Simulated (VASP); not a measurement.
Input:

```
CELL_PARAMETERS angstrom
      0.00000     2.85163     2.85163
      2.85163     0.00000     2.85163
      2.85163     2.85163     0.00000
ATOMIC_POSITIONS crystal
  Ag 0.00000 0.00000 0.00000
  Br 0.50000 0.50000 0.50000
```

Method: vdW-DF-cx, VASP's PBE PAW potentials (set 64) (plane waves; VASP 6.6.1). Settings: 520 eV cut-off, 9×9×9 Γ-centred mesh, tetrahedra with Blöchl corrections, potentials Ag Br.

**Question.** Predict the energy per atom (σ→0).

**Answer.** 
The energy per atom (σ→0) is -0.173 eV/atom.

The absolute energy has meaning only against runs of the same code, potentials and settings.

The compound is AgBr in the rock salt structure. It was relaxed first.
